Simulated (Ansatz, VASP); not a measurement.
## Sr2B in VASP and in Ansatz

The input INCAR:

```
PREC     = Accurate       # precision mode
ENCUT    = 520            # plane-wave cutoff, eV
EDIFF    = 1E-6           # SCF threshold, eV
ISMEAR   = -1             # smearing method
SIGMA    = 0.05           # smearing width, eV
LREAL    = F              # projectors in reciprocal space
LASPH    = T              # aspherical terms in the spheres
NELM     = 80             # most SCF steps
ALGO     = Normal         # electronic algorithm
ISIF     = 2              # what is computed and relaxed
LWAVE    = F              # write WAVECAR
LCHARG   = T              # write CHGCAR
GGA      = CA             # functional
LELF     = T              # ELF
LVHAR    = T            
NBANDS   = 18             # bands
```

KPOINTS

```
Automatic mesh
0
Gamma
  10 10 10
```

File POSCAR:

```
Sr2B
1.0
    2.0531964664     -1.1854135326      3.3553390245
    0.0000000000      2.3708270652      3.3553390245
   -2.0531964664     -1.1854135326      3.3553390245
B Sr
1 2
Direct
    0.0000000000      0.0000000000      0.0000000000
    0.2499809164      0.2499809164      0.2499809164
    0.7500190836      0.7500190836      0.7500190836
```

Input for Ansatz:

```yaml
crystal:
  lattice:
    - [2.0531964664, -1.1854135326, 3.3553390245]
    - [0.0, 2.3708270652, 3.3553390245]
    - [-2.0531964664, -1.1854135326, 3.3553390245]
  atoms:
    - { symbol: B, position: [0.0, 0.0, 0.0] }
    - { symbol: Sr, position: [0.2499809164, 0.2499809164, 0.2499809164] }
    - { symbol: Sr, position: [0.7500190836, 0.7500190836, 0.7500190836] }
kpoints:
  mp_grid: { grid: [10, 10, 10] }
  band_path:
    path:
      - [0.0, 0.0, 0.0]
      - [0.5, 0.5, 0.5]
      - [0.7501233018, 0.2498766982, 0.5]
      - [0.5, -0.2498766982, 0.2498766982]
      - [0.5, 0.0, 0.0]
      - [0.0, 0.0, 0.0]
      - [0.3749383491, -0.3749383491, 0.0]
      - [0.6250616509, 0.0, 0.3749383491]
      - [0.5, 0.0, 0.5]
    npoints: 14
scf:
  occupations: { method: fermi_dirac, width: 0.05 }
hamiltonian:
  xc: lda
  pseudopotentials: { kind: paw }
output:
  forces: true
  stress: true
  eigenvalues: true
  populations: true
  bader: true
  write_density: true
  write_potential: true
  elf: true
  volumetric_format: npy
```

Change from the starting cell: volume scaled by 0.6, PAW files.

Alike in both runs: task single point; functional LDA; k mesh 10 × 10 × 10; occupations fermi-dirac, width 0.05 eV; no spin polarisation.

```csv
,VASP,Ansatz
version,VASP 6.6.1,Ansatz 0.2.0
potentials or method,"VASP PAW LDA potentials, release 64 (B, Sr_sv)","PAW with Ansatz's default frozen-core files, scalar-relativistic"
plane-wave cutoff (eV),520,420
valence electrons in the cell,23,23
```

VASP gave:

* pressure (GPa): 43.0
* largest component of the traceless stress (GPa): 0.05

**Question.** What did Ansatz give for the same quantities?

**Answer.** Pressure (GPa): 41.6; largest component of the traceless stress (GPa): 0.05.

Caveats: so large a pressure means that the cell lies far from this level's equilibrium, or that cutoff or potentials fall short (VASP).
